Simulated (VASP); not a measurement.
Set up this calculation in VASP 6.6.1, as the native input.

```yaml
Task: relaxation of cell and atoms
Functional: PBE
Potentials_or_basis: VASP PAW PBE potentials, release 64 (Be, Zn, Se)
Cutoff: 520 eV
k_mesh: 3 × 3 × 2
Occupations: gaussian, width 0.15 eV
Spin: no spin polarisation
Further_INCAR_settings: PREC = Normal; ALGO = Fast; EDIFF = 0.0001; IBRION = 2; EDIFFG = -0.08; NSW = 24; ISIF = 3
```

The structure of BeZn2Se3 lies in POSCAR:

```
BeZn2Se3
1.0
    4.5116754500      0.0000000000      0.0000000000
    0.0000000000      4.5116754500      0.0000000000
    0.0000000000      0.0000000000      6.6385656100
Be Zn Se
1 2 3
Direct
    0.0000000000      0.0000000000      0.0000000000
    0.5000000000      0.5000000000      0.0000000000
    0.5000000000      0.5000000000      0.5000000000
    0.0000000000      0.5000000000      0.9151087000
    0.5000000000      0.0000000000      0.0848913000
    0.0000000000      0.0000000000      0.5000000000
```

The cell was built by a generator and needn't be a form met in nature.

The input as run:

INCAR

```
PREC = Normal
ENCUT = 520
EDIFF = 1E-4
ISMEAR = 0
SIGMA = 0.15
LREAL = False
LASPH = True
NELM = 60
ALGO = Fast
ISIF = 3
LWAVE = False
LCHARG = False
GGA = PE
IBRION = 2
NSW = 24
EDIFFG = -0.08
```

KPOINTS

```
Automatic mesh
0
Gamma
  3 3 2
```

Potentials or basis: VASP PAW PBE potentials, release 64 (Be, Zn, Se).

The run is started by

```bash
$ cat potpaw_PBE.64/Be/POTCAR potpaw_PBE.64/Zn/POTCAR potpaw_PBE.64/Se/POTCAR > POTCAR
$ mpirun -np 1 vasp_std > vasp.out
```

It gave:

```json
{
 "Relaxed volume": "24.13 Å³/atom",
 "Relaxed cell": "a = 3.799 Å, b = 3.799 Å, c = 10.031 Å, α = 90.00°, β = 90.00°, γ = 90.00°",
 "Space group after relaxing (to 0.05 Å)": "P-4m2 (No. 115)",
 "Energy gained by relaxing": "456.6 meV/atom",
 "Ionic steps": "24",
 "Pressure after relaxing": "0.3 GPa",
 "Largest force after relaxing": "0.045 eV/Å",
 "Band gap on the k mesh": "none (metal or under the smearing width)"
}
```

Caveat: the k mesh is coarse (spacing up to 0.47 Å⁻¹), so the values aren't converged; the relaxation stopped at a loose force limit of 0.08 eV/Å, so its end isn't a converged minimum.

It took 3.9 min on 1 thread of Intel(R) Xeon(R) Platinum 8488C (Sapphire Rapids) (shared host), peak memory 0.19 GiB.
